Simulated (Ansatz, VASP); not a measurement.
# Na2PC2N: VASP beside Ansatz, part 2 of 2

One calculation is typed for both programs; each brings its own data sets. How far apart do they land? The cell is generated by rule, not measured, and may not be a known phase. The cell is taken from a series of runs on this material, whose earlier steps may have relaxed, scaled, displaced or heated it; both programs get it as it stands.

VASP 6.6.1 and Ansatz 0.2.0.

So far: The structure; Ansatz: relaxation of cell and atoms, PBEsol.

**3. VASP: relaxation of cell and atoms, PBEsol**

Level of this step: PBEsol; plane waves and PAW (Na_pv, C, N, P); invented cell (VASP).

The same cell, functional and mesh now go to VASP, with its own data sets.

Lines of VASP's logs that name or quote its potential files are left out, and so is its time.

INCAR

```
SYSTEM = Na2PC2N
PREC = Accurate
ENCUT = 600
EDIFF = 1E-07
NELM = 120
ISMEAR = 0
SIGMA = 0.01
LREAL = .FALSE.
ALGO = Normal
GGA = PS
NBANDS = 22
LORBIT = 11
LWAVE = .FALSE.
LCHARG = .FALSE.
ISIF = 3
IBRION = 2
NSW = 80
EDIFFG = -0.005
LASPH = .TRUE.
GGA_COMPAT = .FALSE.
NELMIN = 4
EFERMI = MIDGAP
KPAR = 2
```

POSCAR

```
Na2PC2N
1.0
    3.9526570000      0.0000000000      0.0000000000
    0.0000000000      5.4341970000      0.0000000000
    0.0000000000      0.0000000000      5.3844410000
Na C N P
2 2 1 1
Direct
    0.0000000000      0.0000000000      0.1778381451
    0.5000001265      0.4999999080      0.8514733470
    0.0000000000      0.4999999080      0.1295670247
    0.5000001265      0.0000000000      0.8183090872
    0.5000001265      0.0000000000      0.5997422945
    0.0000000000      0.4999999080      0.4230697300
```

KPOINTS

```
Automatic mesh
0
Gamma
6 4 4
0 0 0
```

Potentials, in the order of the species: Na_pv, C, N and P (PBE family, release 64).

Launch:

```
$ mpirun -np 2 vasp_std
```

Numbers of over 12 decimals in the logs are rounded to 6 here.

The log of the run:

```text
[banner, memory and clock lines left out]
running    2 mpi-ranks, on    1 nodes
 distrk:  each k-point on    1 cores,    2 groups
 distr:  one band on    1 cores,    1 groups

 POSCAR found type information on POSCAR NaC N P
 POSCAR found :  4 types and       6 ions
|                                                                             |
|               ----> ADVICE to this user running VASP <----                  |
|                                                                             |
|     You enforced a specific xc type in the INCAR file but a different       |
|     [... a line on the potential file left out ...]
|     I HOPE YOU KNOW WHAT YOU ARE DOING!                                     |
|                                                                             |

 LDA part: xc-table for (Slater+PW92), standard interpolation
 POSCAR, INCAR and KPOINTS ok, starting setup
 FFT: planning ... GRIDC
 FFT: planning ... GRID_SOFT
 FFT: planning ... GRID
 WAVECAR not read
 entering main loop
       N       E                     dE             d eps       ncg     rms          rms(c)
DAV:   1     0.281692287634E+03    0.28169E+03   -0.16387E+04  1584   0.158E+03
DAV:   2    -0.542196582765E+01   -0.28711E+03   -0.27109E+03  1816   0.393E+02
DAV:   3    -0.376247954565E+02   -0.32203E+02   -0.31206E+02  2094   0.129E+02
DAV:   4    -0.388916405129E+02   -0.12668E+01   -0.12569E+01  1836   0.266E+01
DAV:   5    -0.389325453987E+02   -0.40905E-01   -0.40868E-01  1982   0.480E+00    0.132E+01
DAV:   6    -0.348473748560E+02    0.40852E+01   -0.10718E+01  2068   0.216E+01    0.794E+00
DAV:   7    -0.343796423084E+02    0.46773E+00   -0.17623E+00  1878   0.856E+00    0.371E+00
DAV:   8    -0.342857476632E+02    0.93895E-01   -0.41621E-01  1932   0.353E+00    0.142E+00
DAV:   9    -0.342786896380E+02    0.70580E-02   -0.47655E-02  2068   0.149E+00    0.560E-01
DAV:  10    -0.342793534670E+02   -0.66383E-03   -0.78501E-03  1932   0.574E-01    0.233E-01
DAV:  11    -0.342795878426E+02   -0.23438E-03   -0.89539E-04  1894   0.193E-01    0.136E-01
DAV:  12    -0.342797487446E+02   -0.16090E-03   -0.38162E-04  1916   0.123E-01    0.223E-02
DAV:  13    -0.342797570601E+02   -0.83155E-05   -0.35553E-05  1932   0.475E-02    0.123E-02
DAV:  14    -0.342797605582E+02   -0.34980E-05   -0.92520E-06  1848   0.209E-02    0.550E-03
DAV:  15    -0.342797608338E+02   -0.27563E-06   -0.12651E-06  2016   0.681E-03    0.239E-03
DAV:  16    -0.342797609198E+02   -0.86003E-07   -0.32329E-07  1578   0.335E-03
   1 F= -.34279761E+02 E0= -.34279761E+02  d E =-.342798E+02
[... from here on, the cycles between the ionic steps are left out ...]
   2 F= -.34203094E+02 E0= -.34203094E+02  d E =0.766667E-01
   3 F= -.34280513E+02 E0= -.34280513E+02  d E =-.752323E-03
   4 F= -.34280514E+02 E0= -.34280514E+02  d E =-.753378E-03
   5 F= -.34280514E+02 E0= -.34280514E+02  d E =-.753157E-03
   6 F= -.34280511E+02 E0= -.34280511E+02  d E =0.343925E-05
   7 F= -.34280518E+02 E0= -.34280518E+02  d E =-.428127E-05
   8 F= -.34280523E+02 E0= -.34280523E+02  d E =-.428905E-05
   9 F= -.34280523E+02 E0= -.34280523E+02  d E =-.434219E-05
  10 F= -.34280527E+02 E0= -.34280527E+02  d E =-.398706E-05
 trial-energy change:   -0.000004  1 .order   -0.000004   -0.000005   -0.000003
 step:   0.2123(harm=  0.2123)  dis= 0.00019  next Energy=   -34.280529 (dE=-0.633E-05)
 bond charge predicted
       N       E                     dE             d eps       ncg     rms          rms(c)
DAV:   1    -0.342805398793E+02   -0.13131E-04   -0.35511E-04  2128   0.193E-01    0.191E-02
DAV:   2    -0.342805330283E+02    0.68510E-05   -0.15689E-05  1910   0.362E-02    0.892E-03
DAV:   3    -0.342805313497E+02    0.16787E-05   -0.30679E-06  1886   0.162E-02    0.369E-03
DAV:   4    -0.342805311439E+02    0.20579E-06   -0.60521E-07  1884   0.581E-03    0.174E-03
DAV:   5    -0.342805311559E+02   -0.12067E-07   -0.51628E-08   882   0.196E-03
  11 F= -.34280531E+02 E0= -.34280531E+02  d E =-.845587E-05
 curvature:  -0.37 expect dE=-0.207E-05 dE for cont linesearch -0.651E-06
 trial: gam=-0.05119 g(F)=  0.312E-05 g(S)=  0.249E-05 ort = 0.191E-04 (trialstep = 0.106E+00)
 search vector abs. value=  0.419E-05
 reached required accuracy - stopping structural energy minimisation
```

From OUTCAR (step 3):

```text
ion  position               nearest neighbor table
   1  0.000  0.000  0.178-
   2  0.500  0.500  0.851-
   3  0.000  0.500  0.130-   6 1.58
   4  0.500  0.000  0.818-   5 1.18
   5  0.500  0.000  0.600-   4 1.18
   6  0.000  0.500  0.423-   3 1.58

  LATTYP: Found a simple orthorhombic cell.
 ALAT       =     3.9526570000
 B/A-ratio  =     1.3622333028
 C/A-ratio  =     1.3748212911

 Subroutine GETGRP returns: Found  4 space group operations
 (whereof  4 operations were pure point group operations)

The static configuration has the point symmetry C_2v.

 Found     36 irreducible k-points:

   k-points           NKPTS =     36   k-points in BZ     NKDIM =     36   number of bands    NBANDS=     22

   dimension x,y,z NGX =    32 NGY =   48 NGZ =   48
   dimension x,y,z NGXF=    64 NGYF=   96 NGZF=   96

   ENCUT  =  600.0 eV  44.10 Ry    6.64 a.u.   7.89 10.85 10.75*2*pi/ulx,y,z

   NELECT =      32.0000    total number of electrons

 k-points in reciprocal lattice and weights: Automatic mesh
   0.00000000  0.00000000  0.00000000       0.010
   0.16666667  0.00000000  0.00000000       0.021
   0.33333333  0.00000000  0.00000000       0.021
   0.50000000  0.00000000  0.00000000       0.010
   0.00000000  0.25000000  0.00000000       0.021
   0.16666667  0.25000000  0.00000000       0.042
   0.33333333  0.25000000  0.00000000       0.042
   0.50000000  0.25000000  0.00000000       0.021
   0.00000000  0.50000000  0.00000000       0.010
[...]
0.33333333  0.50000000  0.50000000       0.021
   0.50000000  0.50000000  0.50000000       0.010

 average (electrostatic) potential at core
       1 -48.0855       2 -47.8870       3 -53.3431       4 -53.5181       5 -67.7456
       6 -87.2051

 E-fermi :   0.6743

 k-point     1 :       0.0000    0.0000    0.0000
  band No.  band energies     occupation
    ...
     12      -2.7786      2.00000
     13      -2.7239      2.00000
     14      -1.5349      2.00000
     15      -1.3317      2.00000
     16      -0.8299      2.00000
     17       2.7048      0.00000
     18       3.7250      0.00000
     19       5.2541      0.00000
     20       5.3288      0.00000
     21       5.6307      0.00000
    ...

 k-point     2 :       0.1667    0.0000    0.0000
  band No.  band energies     occupation
    ...
     12      -3.0029      2.00000
     13      -2.6364      2.00000
     14      -1.5594      2.00000
     15      -1.3053      2.00000
     16      -1.1273      2.00000
     17       2.8195      0.00000
     18       3.2766      0.00000
     19       5.2014      0.00000
     20       5.2470      0.00000
     21       5.5363      0.00000
    ...

 k-point     3 :       0.3333    0.0000    0.0000
  band No.  band energies     occupation
    ...
     12      -3.2427      2.00000
     13      -2.7787      2.00000
     14      -1.6279      2.00000
     15      -1.4656      2.00000
     16      -1.2465      2.00000
     17       2.6080      0.00000
     18       3.0908      0.00000
     19       4.6011      0.00000
     20       5.0460      0.00000
     21       5.9043      0.00000
    ...

  Total       -0.0031060     -0.0124250     -0.0120564      0.0000000      0.0000000      0.0000000
  in kB       -0.0430499     -0.1722139     -0.1671047      0.0000000      0.0000000      0.0000000
  external PRESSURE =      -0.1274562 kB  Pullay stress =       0.0000000 kB

  energy-cutoff  :      600.00
  volume of cell :      115.59
      direct lattice vectors                 reciprocal lattice vectors
     3.951768018  0.000000000  0.000000000     0.253051291  0.000000000  0.000000000
     0.000000000  5.431824866  0.000000000     0.000000000  0.184100192  0.000000000
     0.000000000  0.000000000  5.385184689     0.000000000  0.000000000  0.185694653

 POSITION                                       TOTAL-FORCE (eV/Angst)
 -----------------------------------------------------------------------------------
      0.00000      0.00000      0.95809         0.000000      0.000000      0.004052
      1.97588      2.71591      4.58524         0.000000      0.000000     -0.001425
      0.00000      2.71591      0.69758         0.000000      0.000000      0.004437
      1.97588      0.00000      4.40837         0.000000      0.000000     -0.004433
      1.97588      0.00000      3.22772         0.000000      0.000000     -0.000007
      0.00000      2.71591      2.27855         0.000000      0.000000     -0.002624
 -----------------------------------------------------------------------------------
    total drift:                               -0.000798      0.000454     -0.000199

  FREE ENERGIE OF THE ION-ELECTRON SYSTEM (eV)
  ---------------------------------------------------
  free  energy   TOTEN  =       -34.2805311559 eV

  energy  without entropy=      -34.2805311559  energy(sigma->0) =      -34.28053116

 reached required accuracy - stopping structural energy minimisation

 total charge
# of ion       s       p       d       tot
------------------------------------------
    1        0.040   5.976   0.000   6.016
    2        0.052   5.987   0.000   6.039
    3        0.934   1.409   0.000   2.343
    4        0.962   1.589   0.000   2.551
    5        1.316   2.497   0.000   3.813
    6        1.094   1.506   0.000   2.600
--------------------------------------------------
tot          4.398  18.964   0.000  23.362

[... 3 further parts left out ...]
```

CONTCAR:

```
Na2PC2N
   1.00000000000000
     3.9517680180255450    0.0000000000000000    0.0000000000000000
     0.0000000000000000    5.4318248659622110    0.0000000000000000
     0.0000000000000000    0.0000000000000000    5.3851846886307486
  Na              C               N               P
     2     2     1     1
Direct
     0.0000000000000000    0.0000000000000000    0.1779115202244132
     0.5000001264999980    0.4999999079999995    0.8514538621426523
     0.0000000000000000    0.4999999079999995    0.1295377038995351
     0.5000001264999980    0.0000000000000000    0.8186116480109766
     0.5000001264999980    0.0000000000000000    0.5993707415965500
     0.0000000000000000    0.4999999079999995    0.4231141526258723
```

The PAW data sets were made with PBE, which is usual practice but a small mismatch for other functionals.

**4. Differences**

Known differences besides the potentials themselves: fixed occupations in Ansatz, narrow Gaussian smearing in VASP; the data sets hold 36 valence electrons in Ansatz (on its default PAW (the set named soft_2) files) and 32 in VASP; the cutoff is 420 eV in Ansatz and 600 eV in VASP; Ansatz makes its cores anew for this functional, VASP keeps those of its PBE data sets; Ansatz adds a Pulay correction to the stress that steers its cell, VASP none. Total energies have different zeros and are not compared.

The two programs side by side:

```
                                         quantity  Ansatz    VASP  difference
                                      volume (Å³)  115.81  115.59     +0.18 %
edge a after relaxation, in the typed setting (Å)   3.956   3.952     +0.10 %
edge b after relaxation, in the typed setting (Å)   5.431   5.432     -0.02 %
edge c after relaxation, in the typed setting (Å)   5.391   5.385     +0.10 %
```

**5. Summary of results**

| Quantity | Value |
| --- | --- |
| difference in volume (relaxation of cell and atoms, PBEsol) | 0.18 % |

The difference in volume is 0.18 % (relaxation of cell and atoms, PBEsol), within the 1.2 % picked in this series as the mark of a large difference, as far as the stopping tolerances let one tell. The data sets hold unlike numbers of valence electrons (36 in Ansatz and 32 in VASP), so part of the differences comes from the potentials. VASP runs on this material, other cells of it included, that failed, so that no pair exists: relaxation of cell and atoms, PBEsol (not converged). Such differences can come from data sets, numerical settings and the points named under the comparisons, not from the functional's error against experiment.

[Lines on the potential files, build, host, timing and source positions are cut from VASP's logs without a mark.]

[Logs are printed without paths, hosts, clocks, repeated set-up lines and the standing remarks that a program may print on its own settings, such as how far it seeks lower states.]

[Hosts, paths, dates, database ids (printed as entryN), source tags and the programs' standing remarks are cut or masked in the printed files.]
